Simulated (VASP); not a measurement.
# Mg6CoBi (Amm2) in VASP: reference runs

How does Mg6CoBi come out in PBE? The cell is run as given.

All numbers are computed with VASP 6.6.1; they aren't measurements. Logs are shortened: lines on timing, memory, paths and dates and some standing lists are left out, and cuts for length are marked.

## 1. Starting point

It takes space group Amm2 (No. 38, orthorhombic). Conventional cell: a = 4.850 Å, b = 6.300 Å, c = 11.063 Å, α = 90.00°, β = 90.00°, γ = 90.00°. Around Bi (site symmetry mm2) lie 10 Mg at 3.02 to 3.35 Å and 2 Co at 3.24 Å. Co (site symmetry mm2) has 6 Mg at 2.72 to 2.88 Å as nearest neighbours. Around Mg (site symmetry mm2) lie 10 Mg at 3.02 to 3.23 Å and 2 Bi at 3.15 Å. Mg (site symmetry m) has 2 Co at 2.88 Å and 7 Mg at 2.94 to 3.23 Å and 1 Bi at 3.02 Å as nearest neighbours. Mg (site symmetry mm2) is surrounded by 10 Mg at 3.02 to 3.24 Å and 2 Co at 3.17 Å. Mg (site symmetry m) is surrounded by 1 Co at 2.72 Å and 6 Mg at 2.95 to 3.13 Å.

The cell comes from a database or a generator and needn't be the stable form of this composition.

## 2. Single point, PBE, collinear spin, ferromagnetic start

INCAR

```
SYSTEM = Mg6CoBi
ALGO = Normal
EDIFF = 1E-7
ENCUT = 520
GGA = PE
ISIF = 2
ISMEAR = -1
ISPIN = 2
LASPH = .True.
LCHARG = .False.
LMAXMIX = 4
LORBIT = 11
LREAL = .False.
LWAVE = .False.
MAGMOM = 0 2 0 0 0 0 0 0
NBANDS = 32
NELM = 150
PREC = Accurate
SIGMA = 0.05
```

KPOINTS

```
k-points
0
Gamma
  6 5 5
  0 0 0
```

POSCAR

```
Mg6CoBi
1.0
    4.8501030000      0.0000000000      0.0000000000
    0.0000000000      3.1498015000      5.5314175000
    0.0000000000     -3.1498015000      5.5314175000
Bi Co Mg
1 1 6
Direct
    0.5000000000      0.6710880000      0.6710880000
    0.0000000000      0.8646570000      0.8646570000
    0.5000000000      0.1697780000      0.1697780000
    0.5000000000      0.6759050000      0.1429530000
    0.5000000000      0.1429530000      0.6759050000
    0.0000000000      0.3324370000      0.3324370000
    0.0000000000      0.8371520000      0.3060300000
    0.0000000000      0.3060300000      0.8371520000
```

Potentials or basis: VASP PAW PBE potentials, release 64 (Bi_d, Co, Mg).

Started as:

```sh
> cat potpaw_PBE.64/Bi_d/POTCAR potpaw_PBE.64/Co/POTCAR potpaw_PBE.64/Mg/POTCAR > POTCAR
> mpirun -np 1 vasp_std > vasp.out
```

OUTCAR:

```text
SYSTEM = Mg6CoBi
   EDIFF = 1E-7
   ENCUT = 520
   GGA = PE
   ISIF = 2
   ISMEAR = -1
   ISPIN = 2
   LASPH = .True.
   LORBIT = 11
   LREAL = .False.
   NELM = 150
   PREC = Accurate

 ion  position               nearest neighbor table
   1  0.500  0.671  0.671-   4 3.02   5 3.02   7 3.15   8 3.15   7 3.15   8 3.15   3 3.15   3 3.15
                             2 3.24   2 3.24   5 3.35   4 3.35
   2  0.000  0.865  0.865-   7 2.72   8 2.72   4 2.88   5 2.88   4 2.88   5 2.88   6 3.17   6 3.17
                             1 3.24   1 3.24
   3  0.500  0.170  0.170-   6 3.02   6 3.02   8 3.04   7 3.04   7 3.04   8 3.04   4 3.14   5 3.14
                             1 3.15   1 3.15   4 3.23   5 3.23
   4  0.500  0.676  0.143-   2 2.88   2 2.88   5 2.94   7 3.02   7 3.02   1 3.02   6 3.07   6 3.07
                             3 3.14   3 3.23   1 3.35   5 3.36
   5  0.500  0.143  0.676-   2 2.88   2 2.88   4 2.94   8 3.02   8 3.02   1 3.02   6 3.07   6 3.07
                             3 3.14   3 3.23   1 3.35   4 3.36
   6  0.000  0.332  0.332-   3 3.02   3 3.02   5 3.07   4 3.07   4 3.07   5 3.07   7 3.13   8 3.13
                             2 3.17   2 3.17   8 3.24   7 3.24
   7  0.000  0.837  0.306-   2 2.72   8 2.95   4 3.02   4 3.02   3 3.04   3 3.04   6 3.13   1 3.15
                             1 3.15   6 3.24   8 3.35
   8  0.000  0.306  0.837-   2 2.72   7 2.95   5 3.02   5 3.02   3 3.04   3 3.04   6 3.13   1 3.15
                             1 3.15   6 3.24   7 3.35

  LATTYP: Found a base centered orthorhombic cell.
 ALAT       =     6.2996030000
 B/A-ratio  =     1.7561162188
 C/A-ratio  =     0.7699061354

  Lattice vectors:

 A1 = (   0.0000000000,   3.1498015000,  -5.5314175000)
 A2 = (   0.0000000000,   3.1498015000,   5.5314175000)
 A3 = (   4.8501030000,   0.0000000000,   0.0000000000)

Analysis of symmetry for initial positions (statically):
=====================================================================
 Subroutine PRICEL returns:
 Original cell was already a primitive cell.

 Routine SETGRP: Setting up the symmetry group for a
 base centered orthorhombic supercell.

 Subroutine GETGRP returns: Found  4 space group operations
 (whereof  4 operations were pure point group operations)
 out of a pool of  8 trial point group operations.

The static configuration has the point symmetry C_2v.

Analysis of symmetry for dynamics (positions and initial velocities):
=====================================================================
 Subroutine PRICEL returns:
 Original cell was already a primitive cell.

 Routine SETGRP: Setting up the symmetry group for a
 base centered orthorhombic supercell.

 Subroutine GETGRP returns: Found  4 space group operations
 (whereof  4 operations were pure point group operations)
 out of a pool of  8 trial point group operations.

[... 173 lines left out ...]

 E-fermi :   4.3694     XC(G=0):  -9.3313

 val. band max:        4.3689557533   @ k =   0.1667  -0.2000   0.2000
 cond. band min:       4.3696915660   @ k =   0.0000   0.2000   0.0000
 fundamental gap:      0.0007358127
 Fermi energy:         4.3694093838

 spin component 1

 k-point     1 :       0.0000    0.0000    0.0000
  band No.  band energies     occupation
      1     -18.3301      1.00000
      2     -18.3254      1.00000
      3     -18.3189      1.00000
      4     -18.3180      1.00000
      5     -18.3134      1.00000
      6      -6.9914      1.00000
[... 781 lines left out ...]
     29       9.4510      0.00000
     30      10.2713      0.00000

 [... further k-points ...]

 spin component 2

 k-point     1 :       0.0000    0.0000    0.0000
  band No.  band energies     occupation
      1     -18.3297      1.00000
      2     -18.3223      1.00000
      3     -18.3177      1.00000
      4     -18.3175      1.00000
      5     -18.3137      1.00000
      6      -6.9961      1.00000
[... 781 lines left out ...]
     29       9.4451      0.00000
     30      10.3257      0.00000

 [... further k-points ...]

 [bands above 30 left out]

------------------------ aborting loop because EDIFF is reached ----------------------------------------

  FORCE on cell =-STRESS in cart. coord.  units (eV):
  Direction    XX          YY          ZZ          XY          YZ          ZX
  --------------------------------------------------------------------------------------
  -------------------------------------------------------------------------------------
  Total        0.6310612      0.4634016      0.5720976      0.0000000      0.0000000      0.0000000
  in kB        5.9824835      4.3930643      5.4235063      0.0000000      0.0000000      0.0000000
  external PRESSURE =       5.2663514 kB  Pullay stress =       0.0000000 kB

 VOLUME and BASIS-vectors are now :
 -----------------------------------------------------------------------------
  energy-cutoff  :      520.00
  volume of cell :      169.01
      direct lattice vectors                 reciprocal lattice vectors
     4.850103000  0.000000000  0.000000000     0.206181188  0.000000000  0.000000000
     0.000000000  3.149801500  5.531417500     0.000000000  0.158740162  0.090392743
     0.000000000 -3.149801500  5.531417500     0.000000000 -0.158740162  0.090392743

 POSITION                                       TOTAL-FORCE (eV/Angst)
 -----------------------------------------------------------------------------------
      2.42505      0.00000      7.42414         0.000000      0.000000     -0.056803
      0.00000      0.00000      9.56556         0.000000      0.000000      0.079255
      2.42505      0.00000      1.87823         0.000000      0.000000     -0.042027
      2.42505      1.67869      4.52945         0.000000      0.001166      0.000255
      2.42505     -1.67869      4.52945         0.000000     -0.001166      0.000255
      0.00000      0.00000      3.67770         0.000000      0.000000     -0.025644
      0.00000      1.67293      6.32342         0.000000     -0.039147      0.022355
      0.00000     -1.67293      6.32342         0.000000      0.039147      0.022355
 -----------------------------------------------------------------------------------
    total drift:                                0.000000     -0.000000     -0.000476

  FREE ENERGIE OF THE ION-ELECTRON SYSTEM (eV)
  ---------------------------------------------------
  free  energy   TOTEN  =       -19.3082473269 eV

  energy  without entropy=      -19.2698661678  energy(sigma->0) =      -19.28905675

 total charge

# of ion       s       p       d       tot
------------------------------------------
    1        1.490   1.515   9.913  12.918
    2        0.362   0.220   7.333   7.915
    3        0.216   0.136   0.017   0.369
    4        0.204   0.138   0.019   0.361
    5        0.204   0.138   0.019   0.361
    6        0.206   0.139   0.012   0.357
    7        0.205   0.137   0.018   0.360
    8        0.205   0.137   0.018   0.360
--------------------------------------------------
tot          3.091   2.561  17.349  23.001

 magnetization (x)

# of ion       s       p       d       tot
------------------------------------------
    1        0.007  -0.009  -0.000  -0.002
    2        0.015   0.000   1.163   1.178
    3        0.002   0.004  -0.000   0.005
    4       -0.004  -0.004  -0.001  -0.009
    5       -0.004  -0.004  -0.001  -0.009
    6       -0.003  -0.004  -0.000  -0.007
    7       -0.002  -0.002  -0.001  -0.004
    8       -0.002  -0.002  -0.001  -0.004
--------------------------------------------------
tot          0.010  -0.021   1.158   1.147
```

OSZICAR:

```text
N       E                     dE             d eps       ncg     rms          rms(c)
DAV:   1     0.223747209427E+03    0.22375E+03   -0.14415E+04  4608   0.101E+03
DAV:   2    -0.196193197231E+01   -0.22571E+03   -0.21327E+03  4712   0.250E+02
DAV:   3    -0.197615412548E+02   -0.17800E+02   -0.17409E+02  5776   0.793E+01
DAV:   4    -0.202804634107E+02   -0.51892E+00   -0.51816E+00  5544   0.146E+01
DAV:   5    -0.203051299910E+02   -0.24667E-01   -0.24665E-01  7120   0.286E+00    0.113E+01
DAV:   6    -0.322048499834E+02   -0.11900E+02   -0.46660E+01  5328   0.748E+01    0.331E+01
DAV:   7    -0.206296063988E+02    0.11575E+02   -0.14899E+01  5608   0.392E+01    0.131E+01
DAV:   8    -0.193562177086E+02    0.12734E+01   -0.26244E+00  6592   0.161E+01    0.229E+00
DAV:   9    -0.193111222831E+02    0.45095E-01   -0.47087E-01  6568   0.376E+00    0.175E+00
DAV:  10    -0.193108113263E+02    0.31096E-03   -0.48212E-02  5840   0.148E+00    0.931E-01
DAV:  11    -0.193085279710E+02    0.22834E-02   -0.10300E-02  6928   0.712E-01    0.471E-01
DAV:  12    -0.193081498982E+02    0.37807E-03   -0.60497E-03  6512   0.597E-01    0.118E-01
DAV:  13    -0.193082692038E+02   -0.11931E-03   -0.62886E-04  6680   0.172E-01    0.833E-02
DAV:  14    -0.193082564289E+02    0.12775E-04   -0.14755E-04  6696   0.102E-01    0.581E-02
DAV:  15    -0.193082505247E+02    0.59043E-05   -0.29991E-05  6224   0.307E-02    0.294E-02
DAV:  16    -0.193082471914E+02    0.33333E-05   -0.94509E-06  6240   0.234E-02    0.100E-02
DAV:  17    -0.193082473562E+02   -0.16486E-06   -0.16931E-06  6680   0.986E-03    0.719E-03
DAV:  18    -0.193082473269E+02    0.29318E-07   -0.49327E-07  5088   0.586E-03
   1 F= -.19308247E+02 E0= -.19289057E+02  d E =-.383812E-01  mag=     1.0232
```

stdout:

```text
POSCAR found type information on POSCAR BiCoMg
 POSCAR found :  3 types and       8 ions
 scaLAPACK will be used
 LDA part: xc-table for (Slater+PW92), standard interpolation
 POSCAR, INCAR and KPOINTS ok, starting setup
 FFT: planning ... GRIDC
 FFT: planning ... GRID_SOFT
 FFT: planning ... GRID
 WAVECAR not read
 entering main loop
```

Run time: 8 min. Hardware: 1 thread of Intel Xeon Platinum 8488C (Sapphire Rapids), shared host; peak memory 0.54 GiB.

What came out:

| Property | Result |
| --- | --- |
| Free energy | -19.3082 eV |
| Pressure | 0.5 GPa |
| Largest force | 0.079 eV/Å |
| Band gap on the k mesh | none (metal or under the smearing width) |
| Net moment | 1.02 μB per cell |
| Site moments | Bi -0.00; Co +1.18; Mg +0.01, -0.01, -0.00 μB |
| Valence electrons inside the program's atomic spheres | Bi 12.92; Co 7.92; Mg 0.37, 0.36 |

Forces on the atoms (eV/Å):
```
Bi   0.000  0.000 -0.057
Co   0.000  0.000  0.079
Mg   0.000  0.000 -0.042
Mg   0.000  0.001  0.000
Mg   0.000 -0.001  0.000
Mg   0.000  0.000 -0.026
Mg   0.000 -0.039  0.022
Mg   0.000  0.039  0.022
```

Levels at points of the mesh, in eV from the Fermi level:
Spin up:
```tsv
k point	band 15	band 16	band 17	band 18	band 19	band 20	band 21	band 22	band 23	band 24
(0.00, 0.00, 0.00)	-1.50	-1.43	-1.12	-1.10	-0.13	1.49	2.61	2.90	3.01	3.15
(0.50, 0.00, 0.00)	-1.75	-1.40	-1.07	-0.82	-0.65	-0.51	-0.19	0.19	0.45	0.49
```
Spin down:
| k point | band 15 | band 16 | band 17 | band 18 | band 19 | band 20 |
| --- | --- | --- | --- | --- | --- | --- |
| (0.00, 0.00, 0.00) | -0.67 | -0.52 | -0.33 | 0.00 | 0.26 | 1.65 |
| (0.50, 0.00, 0.00) | -1.35 | -0.95 | -0.75 | -0.64 | -0.56 | 0.08 |

Caveat: spin-orbit coupling is left out, which moves the levels of the heavy elements.
